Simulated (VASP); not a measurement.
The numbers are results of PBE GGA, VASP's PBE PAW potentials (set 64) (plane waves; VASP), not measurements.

Input for VASP

KPOINTS:
```
kpoints
0
G
8 8 8
```

**POSCAR**
```
Li2O
1.0
  0.0000000000   2.2447540000   2.3275310000
  2.3520170000   0.0000000000   2.3275310000
  2.3520170000   2.2447540000   0.0000000000
Li O
2 1
Direct
  0.2500000000   0.2500000000   0.2500000000
  0.7500000000   0.7500000000   0.7500000000
 -0.0149530000   0.0149530000   0.0149530000
```

INCAR:
```
! general
SYSTEM = Li2O
PREC   = Accurate
ENCUT  = 500
LREAL  = F
LASPH  = T

! electronic loop
EDIFF  = 1E-6
NELM   = 100
ALGO   = Normal

! smearing
ISMEAR = 0
SIGMA  = 0.05

! functional
GGA    = PE

! ions
ISIF   = 2

! output
LWAVE  = F
LCHARG = F
```

POTCAR, in this order: Li_sv O (PBE.64 set). Program: vasp_std.

Problem. What will the output report for the number of irreducible k-points (NKPTS), number of bands (NBANDS), largest plane-wave count, number of space-group operations, FFT grid (NGX, NGY, NGZ)?

Solution. 
number of irreducible k-points (NKPTS): 95
number of bands (NBANDS): 10
largest plane-wave count: 634
number of space-group operations: 4
FFT grid (NGX, NGY, NGZ): 24 × 24 × 24

The compound is Li2O in the antifluorite structure. The cell was not relaxed at this level, atoms are displaced from their ideal sites. The run is one of a series of settings (ENCUT = 500 against the base run), some of them coarse on purpose.
